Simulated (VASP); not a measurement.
Input:

```
W
1.0
    0.00000     2.01097     2.01097
    2.01097     0.00000     2.01097
    2.01097     2.01097     0.00000
W
1
Direct
  0.00000   0.00000   0.00000
```

Method: r2SCAN meta-GGA, VASP's PBE PAW potentials (set 64) (plane waves; VASP). Settings: 400 eV cut-off, 17×17×17 Γ-centred mesh, tetrahedra with Blöchl corrections, potentials W_sv.

Q: The job: W (relaxed from the fcc structure, space group Fm-3m), 1 atom, r2SCAN, static run, 400 eV, 17×17×17 Γ-centred mesh. Roughly how much core time does it take on a busy server core?

A: About 3 core-minutes (one run on a shared machine, a rough figure). It had 165 irreducible k-points, 11 bands, up to 307 plane waves and 18 electronic steps.

The structure was generated: W was put into the fcc type (Fm-3m), which need not be its known phase. It was relaxed first.
